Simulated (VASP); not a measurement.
Crystal: Zn4Te3O.

```
CELL_PARAMETERS angstrom
4.00000 0.00000 0.00000
0.00000 4.00000 0.00000
0.00000 0.00000 11.50000
ATOMIC_POSITIONS crystal
Zn 0.00000 0.50000 0.07000
Zn 0.50000 0.00000 0.93000
Zn 0.50000 0.00000 0.36000
Zn 0.00000 0.50000 0.64000
Te 0.50000 0.50000 0.22000
Te 0.50000 0.50000 0.78000
Te 0.00000 0.00000 0.50000
O 0.00000 0.00000 0.00000
```

The cell was built by a generator and needn't be a form met in nature.

* Program: VASP 6.6.1
* Task: relaxation of cell and atoms
* Functional: PBE
* Potentials or basis: VASP PAW PBE potentials, release 64 (Zn, Te, O)
* Cutoff: 520 eV
* k mesh: 4 × 4 × 2
* Occupations: gaussian, width 0.15 eV
* Spin: no spin polarisation

At the start: pressure 3.5 GPa; volume 23.00 Å³/atom.

Problem. Where does the relaxation end?

Solution. Over 16 steps the energy falls by 27.1 meV/atom and the volume is 24.18 Å³/atom (+5.1 %); space group P-4m2 (No. 115, to 0.05 Å).

The path:
```tsv
step	energy change (eV)	largest force (eV/Å)	pressure (GPa)	volume (Å³)
1	0.0000	0.4566	3.49	184.00
2	-0.1437	0.2403	-0.60	197.66
3	-0.1459	0.2547	-0.75	196.61
4	-0.1462	0.2689	-0.51	195.55
5	-0.1458	0.2736	0.00	195.22
6	-0.1677	0.2125	-0.46	194.75
7	-0.1955	0.2462	-0.05	193.25
8	-0.2031	0.1842	0.23	192.69
9	-0.2084	0.1217	0.44	191.89
10	-0.2140	0.1121	0.40	193.20
11	-0.1985	0.1092	-0.59	197.16
12	-0.2129	0.0964	-1.48	194.94
13	-0.2147	0.1060	-0.43	193.78
14	-0.2146	0.1086	-0.19	193.68
15	-0.2146	0.1066	-0.23	193.71
16	-0.2169	0.0540	0.23	193.41
```

Final structure:
```yaml
crystal:
  lattice:
    - [4.17171, 0.00000, 0.00000]
    - [0.00000, 4.17171, 0.00000]
    - [0.00000, 0.00000, 11.11359]
  atoms:
    - { symbol: Zn, position: [0.00000, 0.50000, 0.06537] }
    - { symbol: Zn, position: [0.50000, 0.00000, 0.93463] }
    - { symbol: Zn, position: [0.50000, 0.00000, 0.35524] }
    - { symbol: Zn, position: [0.00000, 0.50000, 0.64476] }
    - { symbol: Te, position: [0.50000, 0.50000, 0.21150] }
    - { symbol: Te, position: [0.50000, 0.50000, 0.78850] }
    - { symbol: Te, position: [0.00000, 0.00000, 0.50000] }
    - { symbol: O, position: [0.00000, 0.00000, 0.00000] }
```
